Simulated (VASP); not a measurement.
All values below come from PBE GGA, VASP's PBE PAW potentials (set 64) (plane waves; VASP 6.6.1).

VASP ran on this input.

**POSCAR**
```
SnSe
1
   -0.0000000000     3.3898954346     3.3898954346
    3.3898954346     0.0000000000     3.3898954346
    3.3898954346     3.3898954346    -0.0000000000
Sn Se
1 1
Direct
  1.0000000000   0.0000000000   0.0000000000
  0.2500000000   0.2500000000   0.2500000000
```

**KPOINTS**
```
k-points along high-symmetry lines
15
Line-mode
Reciprocal
  0.000000   0.000000   0.000000 ! GAMMA
 -0.500000  -0.500000   0.000000 ! X

 -0.500000  -0.500000   0.000000 ! X
 -0.375000  -0.375000   0.250000 ! U

 -0.375000  -0.000000   0.375000 ! K
  0.000000   0.000000   0.000000 ! GAMMA

  0.000000   0.000000   0.000000 ! GAMMA
 -0.000000  -0.000000   0.500000 ! L

 -0.000000  -0.000000   0.500000 ! L
 -0.500000  -0.250000   0.250000 ! W

 -0.500000  -0.250000   0.250000 ! W
 -0.500000  -0.500000   0.000000 ! X
```

INCAR:
```
! general
SYSTEM  = SnSe
PREC    = Accurate
ENCUT   = 400
LREAL   = F
LASPH   = T
ICHARG  = 11

! electronic loop
EDIFF   = 1E-7
NELM    = 100
ALGO    = Normal
LMAXMIX = 4

! smearing
ISMEAR  = 0
SIGMA   = 0.05

! functional
GGA     = PE

! output
LWAVE   = F
LCHARG  = F
LORBIT  = 11
```

POTCAR, in this order: Sn_d Se (PBE.64 set). Program: vasp_std. Read from the step before: CHGCAR.

The run wrote:

**OSZICAR**
```
       N       E                     dE             d eps       ncg     rms          rms(c)
DAV:   1     0.117322369873E+03    0.11732E+03   -0.86349E+03  2544   0.128E+03
DAV:   2     0.347383965348E+01   -0.11385E+03   -0.11166E+03  2760   0.314E+02
DAV:   3    -0.718112169995E+01   -0.10655E+02   -0.10521E+02  3168   0.984E+01
DAV:   4    -0.744947412977E+01   -0.26835E+00   -0.26786E+00  2742   0.177E+01
DAV:   5    -0.745885783479E+01   -0.93837E-02   -0.93835E-02  3646   0.314E+00
DAV:   6    -0.745914707747E+01   -0.28924E-03   -0.28924E-03  3190   0.426E-01
DAV:   7    -0.745915098413E+01   -0.39067E-05   -0.39068E-05  3650   0.523E-02
DAV:   8    -0.745915104448E+01   -0.60350E-07   -0.60212E-07  2998   0.617E-03
   1 F= -.74591510E+01 E0= -.74579920E+01  d E =-.231808E-02
```

OUTCAR:
```
 val. band max:        2.8171963999   @ k =  -0.5000  -0.2500   0.2500

 cond. band min:       2.8694401254   @ k =  -0.5000  -0.5000   0.0000



 k-point     1 :       0.0000    0.0000    0.0000
  band No.  band energies     occupation
      1     -18.9675      2.00000
      2     -18.9675      2.00000
      3     -18.9675      2.00000
      4     -18.9567      2.00000
      5     -18.9567      2.00000
      6     -10.3373      2.00000
      7      -2.5620      2.00000
      8       0.5825      2.00000
      9       0.5825      2.00000
     10       0.5825      2.00000
     11       4.2857      0.00000
     12       4.2857      0.00000
     13       4.2857      0.00000
     14       7.6062      0.00000

 k-point     2 :      -0.0357   -0.0357    0.0000
  band No.  band energies     occupation
      1     -18.9677      2.00000
      2     -18.9675      2.00000
      3     -18.9675      2.00000
      4     -18.9567      2.00000
      5     -18.9567      2.00000
      6     -10.3310      2.00000
      7      -2.6003      2.00000
      8       0.5607      2.00000
      9       0.5607      2.00000
     10       0.6244      2.00000
     11       4.2453      0.00000
     12       4.3207      0.00000
     13       4.3207      0.00000
     14       7.6778      0.00000

 k-point     3 :      -0.0714   -0.0714    0.0000
  band No.  band energies     occupation
      1     -18.9679      2.00000
      2     -18.9673      2.00000
      3     -18.9673      2.00000
      4     -18.9568      2.00000
      5     -18.9566      2.00000
      6     -10.3121      2.00000
      7      -2.7085      2.00000
      8       0.4986      2.00000
      9       0.4986      2.00000
     10       0.7424      2.00000
     11       4.1348      0.00000
     12       4.4223      0.00000
     13       4.4223      0.00000
     14       7.8807      0.00000

 k-point     4 :      -0.1071   -0.1071    0.0000
  band No.  band energies     occupation
      1     -18.9684      2.00000
...
```

The density is held fixed in this step, so its total energy and stress have no physical meaning. Unless said otherwise, spin-orbit coupling is left out, though it shifts the bands of the heavy elements here.

The structure was generated: SnSe was put into the zinc blende type (F-43m), which need not be its known phase. It was relaxed first, which changed the volume by +46 %.
